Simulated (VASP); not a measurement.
Output of a VASP run:

OUTCAR:
```
 ion  position               nearest neighbor table
   1  0.000  0.000  0.000-   3 2.88   4 2.88   5 2.88   3 2.88   4 2.88   4 2.88   5 2.88   4 2.88
                             3 2.88   5 2.88   3 2.88   5 2.88   2 3.53   2 3.53   2 3.53   2 3.53
   2  0.500  0.500  0.500-   3 2.04   4 2.04   5 2.04   5 2.04   3 2.04   4 2.04   1 3.53   1 3.53
                             1 3.53   1 3.53   1 3.53   1 3.53   1 3.53   1 3.53
   3  0.500  0.000  0.500-   2 2.04   2 2.04   1 2.88   1 2.88   1 2.88   1 2.88
   4  0.000  0.500  0.500-   2 2.04   2 2.04   1 2.88   1 2.88   1 2.88   1 2.88
   5  0.500  0.500  0.000-   2 2.04   2 2.04   1 2.88   1 2.88   1 2.88   1 2.88
  LATTYP: Found a simple cubic cell.
 ALAT       =     4.0748843209
 Subroutine PRICEL returns:
 Original cell was already a primitive cell.
 Subroutine GETGRP returns: Found 48 space group operations
The static configuration has the point symmetry O_h .
The dynamic configuration has the point symmetry O_h .
 Subroutine INISYM returns: Found 48 space group operations
 Subroutine IBZKPT returns following result:
 Found     10 irreducible k-points:

 Following reciprocal coordinates:
            Coordinates               Weight
  0.000000  0.000000  0.000000      1.000000
  0.200000  0.000000  0.000000      6.000000
  0.400000  0.000000  0.000000      6.000000
  0.200000  0.200000  0.000000     12.000000
  0.400000  0.200000  0.000000     24.000000
  0.400000  0.400000  0.000000     12.000000
  0.200000  0.200000  0.200000      8.000000
  0.400000  0.200000  0.200000     24.000000
  0.400000  0.400000  0.200000     24.000000
  0.400000  0.400000  0.400000      8.000000
   k-points           NKPTS =     10   k-points in BZ     NKDIM =     10   number of bands    NBANDS=     24
   number of dos      NEDOS =    301   number of ions     NIONS =      5
   total plane-waves  NPLWV =  27000
   dimension x,y,z NGX =    30 NGY =   30 NGZ =   30
   dimension x,y,z NGXF=    60 NGYF=   60 NGZF=   60
   ions per type =               1   1   3
   PREC   = accura    normal or accurate (medium, high low for compatibility)
   ISTART =      0    job   : 0-new  1-cont  2-samecut
   ICHARG =      2    charge: 1-file 2-atom 10-const
   ISPIN  =      1    spin polarized calculation?
   LNONCOLLINEAR =      F non collinear calculations
   LSORBIT =      F    spin-orbit coupling
   INIWAV =      1    electr: 0-lowe 1-rand  2-diag
   ENCUT  =  520.0 eV  38.22 Ry    6.18 a.u.   7.58  7.58  7.58*2*pi/ulx,y,z
   NELM   =    100;   NELMIN=  2; NELMDL= -5     # of ELM steps
   EDIFF  = 0.1E-06   stopping-criterion for ELM
   LREAL  =      F    real-space projection
   NLSPLINE    = F    spline interpolate recip. space projectors
   LMAXMIX     =    4 max onsite mixed and CHGCAR
   VOSKOWN=      0    Vosko Wilk Nusair interpolation
   EDIFFG = 0.1E-05   stopping-criterion for IOM
   NSW    =      0    number of steps for IOM
   NBLOCK =      1;   KBLOCK =      1    inner block; outer block
   IBRION =     -1    ionic relax: 0-MD 1-quasi-New 2-CG
   NFREE  =      0    steps in history (QN), initial steepest desc. (CG)
   ISIF   =      2    stress and relaxation
   ISYM   =      2    0-nonsym 1-usesym 2-fastsym
   TEIN   =    0.0    initial temperature
   TEBEG  =    0.0;   TEEND  =   0.0 temperature during run
   SMASS  =  -3.00    Nose mass-parameter (am)
   PSTRESS=    0.0 pullay stress
   NELECT =      40.0000    total number of electrons
   EFERMI =   0.00;   METHOD = LEGACY
   ISMEAR =     0;   SIGMA  =   0.05  broadening in eV -4-tet -1-fermi 0-gaus
   IALGO  =     38    algorithm
   LDIAG  =      T    sub-space diagonalisation (order eigenvalues)
   IMIX   =      4    mixing-type and parameters
     AMIX     =   0.40;   BMIX     =  1.00
     AMIX_MAG =   1.60;   BMIX_MAG =  1.00
     AMIN     =   0.10
   GGA     = CA    functional components
   VOSKOWN =     0    Vosko Wilk Nusair interpolation
   LHFCALC =     F    Hartree Fock is set to
   LHFONE  =     F    Hartree Fock one center treatment
   AEXX    =    0.0000 exact exchange contribution
   IVDW    =     0    specifies the selected vdW correction
   LEPSILON=     F    determine dielectric tensor
   LRPA    =     F    only Hartree local field effects (RPA)
  energy-cutoff  :      520.00
...
```

**OSZICAR**
```
       N       E                     dE             d eps       ncg     rms          rms(c)
DAV:   1     0.331246996041E+03    0.33125E+03   -0.22882E+04   480   0.167E+03
DAV:   2    -0.333058431843E+02   -0.36455E+03   -0.35740E+03   624   0.407E+02
DAV:   3    -0.523812708766E+02   -0.19075E+02   -0.19059E+02   768   0.917E+01
DAV:   4    -0.528011789790E+02   -0.41991E+00   -0.41986E+00   664   0.112E+01
DAV:   5    -0.528092235014E+02   -0.80445E-02   -0.80443E-02   688   0.115E+00    0.368E+01
DAV:   6    -0.457167793874E+02    0.70924E+01   -0.43875E+01   576   0.451E+01    0.171E+01
DAV:   7    -0.456326835764E+02    0.84096E-01   -0.30823E+00   680   0.106E+01    0.979E+00
DAV:   8    -0.455828338541E+02    0.49850E-01   -0.24913E-01   640   0.408E+00    0.612E-01
DAV:   9    -0.455796833308E+02    0.31505E-02   -0.46734E-02   656   0.126E+00    0.425E-01
DAV:  10    -0.455797123724E+02   -0.29042E-04   -0.10650E-02   680   0.933E-01    0.203E-01
DAV:  11    -0.455794828255E+02    0.22955E-03   -0.16145E-03   624   0.363E-01    0.276E-02
DAV:  12    -0.455794804159E+02    0.24096E-05   -0.74323E-05   688   0.633E-02    0.179E-02
DAV:  13    -0.455794805440E+02   -0.12812E-06   -0.25375E-06   616   0.127E-02    0.227E-03
DAV:  14    -0.455794805254E+02    0.18601E-07   -0.28092E-07   616   0.469E-03
   1 F= -.45579481E+02 E0= -.45579481E+02  d E =-.229161E-24
```

File OUTCAR:
```
------------------------ aborting loop because EDIFF is reached ----------------------------------------
  FORCE on cell =-STRESS in cart. coord.  units (eV):
  Direction    XX          YY          ZZ          XY          YZ          ZX
  --------------------------------------------------------------------------------------
  Total        5.1931348      5.1931348      5.1931348      0.0000000     -0.0000000      0.0000000
  in kB      122.9686278    122.9686278    122.9686278      0.0000000     -0.0000000      0.0000000
  external PRESSURE =     122.9686278 kB  Pullay stress =       0.0000000 kB
  volume of cell :       67.66
      direct lattice vectors                 reciprocal lattice vectors
     4.074884321  0.000000000  0.000000000     0.245405739  0.000000000  0.000000000
     0.000000000  4.074884321  0.000000000     0.000000000  0.245405739  0.000000000
     0.000000000  0.000000000  4.074884321     0.000000000  0.000000000  0.245405739
 POSITION                                       TOTAL-FORCE (eV/Angst)
 -----------------------------------------------------------------------------------
      0.00000      0.00000      0.00000         0.000000      0.000000      0.000000
      2.03744      2.03744      2.03744         0.000000      0.000000      0.000000
      2.03744      0.00000      2.03744         0.000000      0.000000      0.000000
      0.00000      2.03744      2.03744         0.000000      0.000000      0.000000
      2.03744      2.03744      0.00000         0.000000      0.000000      0.000000
 -----------------------------------------------------------------------------------
    total drift:                                0.000000      0.000000     -0.000000
  FREE ENERGIE OF THE ION-ELECTRON SYSTEM (eV)
  ---------------------------------------------------
  free  energy   TOTEN  =       -45.5794805254 eV

  energy  without entropy=      -45.5794805254  energy(sigma->0) =      -45.57948053
```
(Selected blocks of OUTCAR.)

POSCAR:
```
BaZrO3
1
    4.0748843209     0.0000000000     0.0000000000
    0.0000000000     4.0748843209     0.0000000000
    0.0000000000     0.0000000000     4.0748843209
Ba Zr O
1 1 3
Direct
  0.0000000000   0.0000000000   0.0000000000
  0.5000000000   0.5000000000   0.5000000000
  0.5000000000   0.0000000000   0.5000000000
  0.0000000000   0.5000000000   0.5000000000
  0.5000000000   0.5000000000   0.0000000000
```

**Question.** Write an INCAR and KPOINTS that could have produced this output.

**Answer.** This is not unique; one that fits is the input of the run itself, LDA (Ceperley-Alder, Perdew-Zunger), plane waves, VASP's LDA PAW potentials (set 64).

### INCAR
```
ALGO=Normal
EDIFF=1E-7
ENCUT=520
ISIF=2
ISMEAR=0
LASPH=.TRUE.
LCHARG=.FALSE.
LMAXMIX=4
LREAL=.FALSE.
LWAVE=.FALSE.
NELM=100
PREC=Accurate
SIGMA=0.05
SYSTEM=BaZrO3
```

File KPOINTS:
```
Automatic mesh
0
Gamma
5 5 5
0 0 0
```

POTCAR, in this order: Ba_sv Zr_sv O (LDA.64 set). Program: vasp_std.

The compound is BaZrO3 in the cubic perovskite structure. This cell is one point of a volume scan, at 0.94 of the reference volume.
